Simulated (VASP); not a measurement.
An input for Quantum ESPRESSO's pw.x (written as the equivalent of a VASP run, and not itself run):

```
&CONTROL
  calculation = 'vc-relax'
  pseudo_dir = './pseudo'
  outdir = './out'
  tprnfor = .true.
  tstress = .true.
  nstep = 40
  forc_conv_thr = 0.00078
/
&SYSTEM
  ibrav = 0
  nat = 2
  ntyp = 1
  ecutwfc = 84
  occupations = 'smearing'
  smearing = 'methfessel-paxton'
  degauss = 0.00735
  input_dft = 'pz'
/
&ELECTRONS
  conv_thr = 7.3e-08
  electron_maxstep = 100
/
&IONS
/
&CELL
  press = 300
/
ATOMIC_SPECIES
  Zn 65.380 Zn.upf
CELL_PARAMETERS angstrom
     1.2601128   -2.1825802   -0.0000000
     1.2601128    2.1825802    0.0000000
    -0.0000000   -0.0000000    4.2717412
ATOMIC_POSITIONS crystal
  Zn   0.3333330  0.6666670  0.2500000
  Zn   0.6666670  0.3333330  0.7500000
K_POINTS automatic
  16 16 9 0 0 0
```

Problem. Translate this input to VASP (INCAR, KPOINTS, POSCAR, choice of POTCAR).

Solution. Several could match; the one computed here: 
File POSCAR:
```
Zn
1
    1.2601127744    -2.1825802237    -0.0000000000
    1.2601127744     2.1825802237     0.0000000000
   -0.0000000000    -0.0000000000     4.2717412022
Zn
2
Direct
  0.3333330000   0.6666670000   0.2500000000
  0.6666670000   0.3333330000   0.7500000000
```

File KPOINTS:
```
Automatic mesh
0
Gamma
16 16 9
0 0 0
```

### INCAR
```
ALGO = Normal
EDIFF = 1E-6
EDIFFG = -0.02
ENCUT = 500
IBRION = 2
ISIF = 3
ISMEAR = 1
LASPH = .TRUE.
LCHARG = .FALSE.
LMAXMIX = 4
LREAL = .FALSE.
LWAVE = .FALSE.
NELM = 100
NSW = 40
PREC = Accurate
PSTRESS = 300
SIGMA = 0.1
SYSTEM = Zn
```

POTCAR, in this order: Zn (LDA.64 set). Program: vasp_std.

What does not carry over: the potentials are each code's own (VASP's PAW set, PseudoDojo norm-conserving files in pw.x), so ENCUT and ecutwfc are chosen apart and not converted; conv_thr bounds pw.x's estimated SCF error, while EDIFF bounds the energy change between steps; forc_conv_thr acts on force components and is met together with etot_conv_thr.

The compound is Zn in the hcp structure. This run relaxes it under an external pressure of 30 GPa. Symmetry was kept, so distortions that lower it aren't found.
